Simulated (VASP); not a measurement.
# GeW: structure and properties in VASP, part 3 of 4

Wanted: the relaxed cell of GeW and its properties. The cell is invented: it takes the structure of COD entry 9007456, WC (space group 187 there), with some of its atoms replaced by other elements, volume scaled by an estimate. It may not be a known or stable phase. The atoms of the start are displaced at random from the sites of a P-6m2 cell.

VASP 6.6.1; PW91; plane waves and PAW (W, Ge_d); invented cell.

So far. Step 3 (Second relaxation): It ends with forces that vanish by symmetry and a pressure of -0.01 GPa. The volume moved by only 0.09 %, so the volume is settled. Step 4 (Single point with fields (PW91)): In this run the pressure is -0.01 GPa, small enough to go on. The relaxed cell has a = 3.228, c = 3.584 Å (conventional setting).

## 5. Band structure (PW91)

The mesh alone shows little of the dispersion and can miss band extrema, so KPOINTS_OPT adds a path through the symmetry points after the self-consistent cycle.

Contents of INCAR:

```
SYSTEM = GeW
PREC = Accurate
ENCUT = 410
EDIFF = 1E-06
NELM = 100
ISMEAR = -1
SIGMA = 0.05
LREAL = .FALSE.
ALGO = Normal
GGA = 91
LORBIT = 11
LWAVE = .FALSE.
LCHARG = .FALSE.
```

Contents of POSCAR:

```
GeW
1.0
    3.2275079065      0.0000000000      0.0000000000
   -1.6137539533      2.7951038356      0.0000000000
    0.0000000000      0.0000000000      3.5835658425
W Ge
1 1
Direct
    0.6666666670      0.3333333330      0.5000000000
    0.3333333330      0.6666666670      0.0000000000
```

Contents of KPOINTS:

```
Automatic mesh
0
Gamma
7 7 6
0 0 0
```

Contents of KPOINTS_OPT:

```
Line mode
16
Line-mode
Reciprocal
  0.00000000   0.00000000   0.00000000 GAMMA
  0.50000000   0.00000000   0.00000000 M

  0.50000000   0.00000000   0.00000000 M
  0.33333333   0.33333333   0.00000000 K

  0.33333333   0.33333333   0.00000000 K
  0.00000000   0.00000000   0.00000000 GAMMA

  0.00000000   0.00000000   0.00000000 GAMMA
  0.00000000   0.00000000   0.50000000 A

  0.00000000   0.00000000   0.50000000 A
  0.50000000   0.00000000   0.50000000 L

  0.50000000   0.00000000   0.50000000 L
  0.33333333   0.33333333   0.50000000 H

  0.33333333   0.33333333   0.50000000 H
  0.00000000   0.00000000   0.50000000 A

  0.50000000   0.00000000   0.50000000 L
  0.50000000   0.00000000   0.00000000 M

  0.33333333   0.33333333   0.00000000 K
  0.33333333   0.33333333   0.50000000 H
```

Potentials, in the order of the species: W and Ge_d (PBE family, release 64).

Run with:

```sh
$ mpirun -np 1 vasp_std
```

Log:

```text
[... set-up lines as in an earlier step ...]
 entering main loop
       N       E                     dE             d eps       ncg     rms          rms(c)
[... 12 cycles as in an earlier step ...]
   1 F= -.17024815E+02 E0= -.17021370E+02  d E =-.689004E-02
 Start KPOINTS_OPT (optional k-point list driver)
k-point batch [1-32\144]
       N       E                     dE             ncg
DAV:   1    -0.248246457504E+03   -0.16348E+05      932
DAV:   2    -0.377749171284E+04   -0.35292E+04      968
DAV:   3    -0.417114439903E+04   -0.39365E+03     1106
DAV:   4    -0.418040206775E+04   -0.92577E+01     1064
DAV:   5    -0.418055794515E+04   -0.15588E+00     1094
DAV:   6    -0.418056222773E+04   -0.42826E-02     1130
DAV:   7    -0.418056238634E+04   -0.15861E-03     1134
DAV:   8    -0.418056239204E+04   -0.57011E-05     1012
DAV:   9    -0.418056239242E+04   -0.37927E-06      736
[...]
k-point batch [129-144\144]
       N       E                     dE             ncg
DAV:   1     0.112324336515E+05   -0.12216E+05      472
DAV:   2     0.952825374798E+04   -0.17042E+04      478
DAV:   3     0.934496112128E+04   -0.18329E+03      538
DAV:   4     0.934079081201E+04   -0.41703E+01      544
DAV:   5     0.934072142515E+04   -0.69387E-01      564
DAV:   6     0.934071971769E+04   -0.17075E-02      550
DAV:   7     0.934071964960E+04   -0.68093E-04      626
DAV:   8     0.934071964749E+04   -0.21108E-05      506
DAV:   9     0.934071964737E+04   -0.12405E-06      440
```

The job ended after 59 s (1 MPI rank of AMD EPYC 7R43, shared host; peak memory 0.12 GiB).

OUTCAR, selected parts (step 5):

```text
   NELECT =      20.0000    total number of electrons

 E-fermi :   7.6033

[... 20 parts as in an earlier step ...]

[... 2 further parts left out ...]
```

Spin-orbit coupling is off here; with elements this heavy it splits and shifts levels by tenths of an eV or more.

Electronic bands along the path, in eV, zero at the Fermi level; # counts the bands kept:

```
          point     #2     #3     #4     #5     #6    #7
              Γ  -3.49  -1.54  -1.54  -0.02   1.06  1.06
0.47 of the way  -3.42  -2.52  -2.16  -0.50   0.77  3.02
              M  -6.09  -3.23  -2.77   0.45   1.62  2.95
0.47 of the way  -5.86  -3.08  -3.01  -0.22   1.05  2.12
              K  -5.47  -3.89  -2.87  -0.92   1.35  1.60
0.53 of the way  -3.66  -2.39  -2.37  -0.49   0.50  2.82
              Γ  -3.49  -1.54  -1.54  -0.02   1.06  1.06
0.47 of the way  -4.98  -1.25  -1.25  -0.11   0.36  0.36
              A  -7.54  -0.69  -0.69  -0.46  -0.46  0.51
0.47 of the way  -6.24  -1.89  -1.60  -1.40   0.47  0.94
              L  -4.83  -4.04  -2.26  -0.71   1.46  2.66
0.47 of the way  -4.53  -4.47  -2.10  -1.06   1.49  3.59
              H  -5.15  -4.01  -1.99  -1.15   1.55  3.29
0.47 of the way  -5.45  -2.88  -1.91  -1.68   1.06  1.50
              A  -7.54  -0.69  -0.69  -0.46  -0.46  0.51
      jump to L  -4.83  -4.04  -2.26  -0.71   1.46  2.66
0.53 of the way  -5.98  -3.46  -1.64  -1.30   2.52  2.54
              M  -6.09  -3.23  -2.77   0.45   1.62  2.95
      jump to K  -5.47  -3.89  -2.87  -0.92   1.35  1.60
0.47 of the way  -4.52  -4.39  -3.49  -1.14   2.26  2.81
              H  -5.15  -4.01  -1.99  -1.15   1.55  3.29
```

Of the projections kept (W, Ge), the largest for each band there; the rest of the weight can lie on other orbitals:

```
point      #2       #3      #4       #5       #6      #7
    Γ  W 0.92   W 0.87  W 0.87  Ge 0.65   W 0.97  W 0.97
    M  W 0.50   W 0.73  W 0.93   W 0.94  Ge 0.52  W 0.87
    K  W 0.64   W 0.57  W 0.71   W 0.91   W 0.79  W 0.82
    Γ  W 0.92   W 0.87  W 0.87  Ge 0.65   W 0.97  W 0.97
    A  W 0.72   W 0.96  W 0.96   W 0.83   W 0.83  W 0.94
    L  W 0.74  Ge 0.64  W 0.73   W 0.77   W 0.96  W 0.99
```

The electronic bands as a text plot (rows in eV, shown from -8.0 to 3.9 only):

```
    3.7 |                                  ** *                *
    3.2 |  **  *         **               *  * *         ***  * *
    2.7 |    ** *       *                *      *     ****   *
    2.2 | *      **    *                *               * *  ***
    1.7 |      **  ****    *           * ******  *    **   **   *
    1.2 |**      ****      ***        ***      ****
    0.7 |  *****     *  ***   *   ****            ****     *
    0.2 |    *  **    **    *  ***                        *
   -0.3 |*  *     *   ***    **  ****              * *
   -0.8 | **       ***   * *    *****   ***        ****  *  *
   -1.3 |**               ******    ** *   ****   **   **    ****
   -1.8 |***               *         ***    *******    *
   -2.3 |  ***         ****             ****          *  *      *
   -2.8 |    ***** *****              *          *        ***  *
   -3.3 |****  ****      ****          *                **** *
   -3.8 |          ***  *    *          *    *  *     **      ***
   -4.3 |    *         *      *          **** **            ***
   -4.8 |     *       *                 ***** * *            ***
   -5.3 |           **         *       *     *   *    *     *   *
   -5.8 |      * ***                  *                **
   -6.3 |       *               *    *            *      ***
   -6.8 |                           *              *
   -7.3 |                        * *                *
   -7.8 |                         *                  *
         Γ      M   K       Γ     A      L   H      A|L   M|K   H
```

There is no gap at this level.

## 6. Total and projected DOS (PW91)

A density of states needs more k-points than a total energy; ISMEAR = -5 takes tetrahedra, and LORBIT projects the states on the PAW spheres. The mesh is finer than in the run before.

Changes to INCAR since step 5:

```diff
@@ -5,3 +5,3 @@
 NELM = 100
-ISMEAR = -1
+ISMEAR = -5
 SIGMA = 0.05
@@ -13 +13,2 @@
 LCHARG = .FALSE.
+NEDOS = 2001
```

POSCAR is that of step 5.

Contents of KPOINTS:

```
Automatic mesh
0
Gamma
10 10 8
0 0 0
```

Run with:

```sh
$ mpirun -np 1 vasp_std
```

Log:

```text
[... set-up lines as in an earlier step ...]
 entering main loop
       N       E                     dE             d eps       ncg     rms          rms(c)
DAV:   1     0.103245063660E+03    0.10325E+03   -0.93129E+03  2044   0.307E+03
DAV:   2    -0.545188733247E+01   -0.10870E+03   -0.10663E+03  2080   0.493E+02
DAV:   3    -0.177848558795E+02   -0.12333E+02   -0.12258E+02  2572   0.117E+02
DAV:   4    -0.180461942286E+02   -0.26134E+00   -0.26113E+00  2164   0.191E+01
DAV:   5    -0.180504535782E+02   -0.42593E-02   -0.42600E-02  2574   0.271E+00    0.204E+01
DAV:   6    -0.171258420017E+02    0.92461E+00   -0.33230E+00  2592   0.975E+00    0.741E+00
DAV:   7    -0.170447577181E+02    0.81084E-01   -0.17581E-01  2464   0.635E+00    0.339E+00
DAV:   8    -0.170290731577E+02    0.15685E-01   -0.35302E-02  2668   0.248E+00    0.200E-01
DAV:   9    -0.170282991917E+02    0.77397E-03   -0.45093E-03  2416   0.136E+00    0.141E-01
DAV:  10    -0.170282873398E+02    0.11852E-04   -0.22474E-04  2276   0.160E-01    0.310E-02
DAV:  11    -0.170283030652E+02   -0.15725E-04   -0.37704E-05  2464   0.101E-01    0.187E-02
DAV:  12    -0.170282987456E+02    0.43196E-05   -0.16128E-06  1490   0.139E-02    0.663E-03
DAV:  13    -0.170282958926E+02    0.28530E-05   -0.33718E-07  1112   0.594E-03    0.757E-04
DAV:  14    -0.170282966340E+02   -0.74137E-06   -0.61113E-08  1094   0.309E-03
   1 F= -.17028297E+02 E0= -.17028297E+02  d E =0.000000E+00
 -----------------------------------------------------------------------------
|                                                                             |
|           W    W    AA    RRRRR   N    N  II  N    N   GGGG   !!!           |
|           W    W   A  A   R    R  NN   N  II  NN   N  G    G  !!!           |
|           W    W  A    A  R    R  N N  N  II  N N  N  G       !!!           |
|           W WW W  AAAAAA  RRRRR   N  N N  II  N  N N  G  GGG   !            |
|           WW  WW  A    A  R   R   N   NN  II  N   NN  G    G                |
|           W    W  A    A  R    R  N    N  II  N    N   GGGG   !!!           |
|                                                                             |
|     Tetrahedron method does not include variations of the Fermi             |
|     occupations, so forces and stress will be inaccurate. We suggest        |
|     using a different smearing scheme ISMEAR = 1 or 2 for metals in         |
|     relaxations.                                                            |
|                                                                             |
 -----------------------------------------------------------------------------
```

Run time: 28 s. Hardware: 1 MPI rank; peak memory 0.12 GiB.

From OUTCAR (step 6):

```text
   k-points           NKPTS =     70   k-points in BZ     NKDIM =     70   number of bands    NBANDS=     14

   NELECT =      20.0000    total number of electrons

 E-fermi :   7.5329

 k-point     1 :       0.0000    0.0000    0.0000
  band No.  band energies     occupation
    ...
      6      -4.8303      2.00000
      7       4.1020      2.00000
      8       6.0467      2.00000
      9       6.0467      2.00000
     10       7.5854      1.97692
     11       8.6533      0.00000
     12       8.6533      0.00000
     13      14.6062      0.00000
     14      14.6073      0.00000

  Total       -0.0748195     -0.0748195      0.1229797      0.0000000      0.0000000      0.0000000
  in kB       -3.7080438     -3.7080438      6.0948532      0.0000000      0.0000000      0.0000000
  external PRESSURE =      -0.4404115 kB  Pullay stress =       0.0000000 kB

 POSITION                                       TOTAL-FORCE (eV/Angst)
 -----------------------------------------------------------------------------------
      1.61375      0.93170      1.79178        -0.000000      0.000000      0.000000
     -0.00000      1.86340      0.00000         0.000000      0.000000      0.000000
 -----------------------------------------------------------------------------------
    total drift:                                0.000001     -0.000001     -0.000000

  FREE ENERGIE OF THE ION-ELECTRON SYSTEM (eV)
  ---------------------------------------------------
  free  energy   TOTEN  =       -17.0282966340 eV

  energy  without entropy=      -17.0282966340  energy(sigma->0) =      -17.02829663

[... 6 parts as in an earlier step ...]

[... 10 further parts left out ...]
```

With tetrahedra the forces and stress of a metal are not exact derivatives of the energy.

Numbers from this step:

- SCF cycles: 14
- irreducible k-points: 70
- free energy (TOTEN): -17.03 eV
- Fermi energy: 7.533 eV
- pressure: -0.04404 GPa
- DOS at the Fermi level: 0.5119 states/eV/cell

The density of states has structure finer than the step of the table below, so its rows give means over 1 eV, whole bins alone (the curve runs from -12.0 to 4.62 eV). Peaks (eV: height): total -8.6: 2.46, -3.3: 2.31, -2.1: 2.31, -1.2: 3.16; W d -2.1: 1.24, -1.2: 1.93, -0.8: 1.50, 2.8: 1.43; Ge p -4.8: 0.388, -3.9: 0.309, -3.3: 0.487, -2.1: 0.408; W p -3.4: 0.159, -2.1: 0.135, -1.2: 0.26, 4.1: 0.0948; W s -5.1: 0.206, 1.6: 0.0689, 2.9: 0.115, 4.1: 0.204.

States under -12.0 eV and over 4.6 eV are left out. Density of states against energy, zero at the Fermi level; means over each step; values in states/eV/cell:

| energy (eV) | total | W d | Ge p | W p | W s | Ge s |
| --- | --- | --- | --- | --- | --- | --- |
| -11 | 0.256 | 0.00579 | 0.00499 | 0.0109 | 0.0473 | 0.116 |
| -10 | 0.495 | 0.0279 | 0.0112 | 0.0333 | 0.0535 | 0.241 |
| -9 | 0.947 | 0.141 | 0.0162 | 0.0509 | 0.0471 | 0.496 |
| -8 | 0.235 | 0.0451 | 0.00197 | 0.0113 | 0.00453 | 0.131 |
| -7 | 0.0390 | 0.00353 | 0.00780 | 0.00136 | 0.0145 | 9.0e-4 |
| -6 | 0.284 | 0.0509 | 0.0642 | 0.0157 | 0.0606 | 0.00975 |
| -5 | 1.23 | 0.369 | 0.283 | 0.0630 | 0.156 | 0.0336 |
| -4 | 0.891 | 0.342 | 0.199 | 0.0638 | 0.0416 | 0.0243 |
| -3 | 1.52 | 0.737 | 0.312 | 0.0914 | 0.0298 | 0.0216 |
| -2 | 1.75 | 0.993 | 0.253 | 0.0964 | 0.0234 | 0.0102 |
| -1 | 1.94 | 1.26 | 0.196 | 0.102 | 0.0199 | 0.00498 |
| 0 | 0.640 | 0.492 | 0.0504 | 0.00981 | 0.00470 | 0.00238 |
| 1 | 1.14 | 0.893 | 0.0638 | 0.0246 | 0.0245 | 0.00875 |
| 2 | 1.36 | 0.987 | 0.0953 | 0.0495 | 0.0429 | 0.0283 |
| 3 | 1.36 | 0.889 | 0.115 | 0.0496 | 0.0705 | 0.0620 |
| 4 | 1.11 | 0.544 | 0.128 | 0.0511 | 0.125 | 0.0733 |

The finer mesh and the other smearing move the Fermi level by -0.07 eV from the 7×7×6 run, one measure of the sampling error in the zero of the bands above. Of the states within 0.3 eV of the Fermi level, the largest shares in the PAW spheres are W d 78 % and Ge p 7 %. The rest lies in smaller channels or between the spheres.

(Part 3 of 4 ends here.)

[Lines on the potential files, build, host, timing and source positions are cut from VASP's logs without a mark.]

[Logs are printed without paths, hosts, clocks, repeated set-up lines and the standing remarks that a program may print on its own settings, such as how far it seeks lower states.]

[Hosts, paths, dates, database ids (printed as entryN), source tags and the programs' standing remarks are cut or masked in the printed files.]

[A measured line is paired with the nearest computed mode of its activity, which favours agreement.]
